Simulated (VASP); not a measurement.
```
SnS
1.0
    2.08571    -6.01490     0.00000
    2.08571     6.01490     0.00000
    0.00000     0.00000     4.17131
Sn S
2 2
Cartesian
  2.08571  -4.47244   3.12848
  2.08571   4.47244   1.04283
  2.08571  -1.85103   3.12848
  2.08571   1.85103   1.04283
```

Method: PBEsol GGA, VASP's PBE PAW potentials (set 64) (plane waves; VASP). Run with 300 eV cut-off, 6×6×6 Γ-centred mesh, Fermi-Dirac smearing of 0.050 eV, potentials Sn_d S.

Unless said otherwise, spin-orbit coupling is left out, though it shifts the bands of the heavy elements here.

Problem. Give the energies of bands 13 to 23 at the high-symmetry points, in eV from the valence-band maximum.

Solution. 
| band | Γ | Y | C0 | Z | A0 | T | S | R |
|---|---|---|---|---|---|---|---|---|
| 13 | -6.01 | -6.94 | -7.75 | -6.96 | -6.16 | -7.38 | -7.57 | -6.04 |
| 14 | -5.16 | -4.64 | -6.59 | -6.96 | -6.16 | -7.38 | -6.86 | -6.04 |
| 15 | -4.50 | -3.33 | -2.94 | -3.24 | -4.92 | -1.87 | -2.63 | -4.88 |
| 16 | -3.32 | -3.09 | -1.95 | -3.24 | -4.92 | -1.87 | -2.61 | -4.88 |
| 17 | -3.10 | -2.37 | -1.95 | -1.79 | -3.15 | -1.86 | -1.87 | -3.50 |
| 18 | -2.08 | -2.06 | -1.72 | -1.79 | -3.15 | -1.86 | -1.75 | -3.50 |
| 19 | -1.74 | -1.76 | -1.18 | -0.38 | -1.80 | -0.91 | -0.77 | -1.79 |
| 20 | -0.46 | -0.52 | 0.00 | -0.38 | -1.80 | -0.91 | -0.17 | -1.79 |
| 21 | 3.77 | 0.51 | 1.27 | 1.22 | 2.61 | 1.71 | 1.42 | 2.74 |
| 22 | 4.01 | 3.68 | 1.60 | 1.22 | 2.61 | 1.71 | 1.53 | 2.74 |
| 23 | 4.11 | 3.88 | 1.88 | 2.06 | 4.65 | 2.43 | 1.76 | 4.42 |

The gap is indirect, 0.51 eV, from the valence maximum at C0 to the conduction minimum at Y.

The structure comes from a computed database's SnS entry; how it stands against other phases isn't given here. The cell was not relaxed at this level.
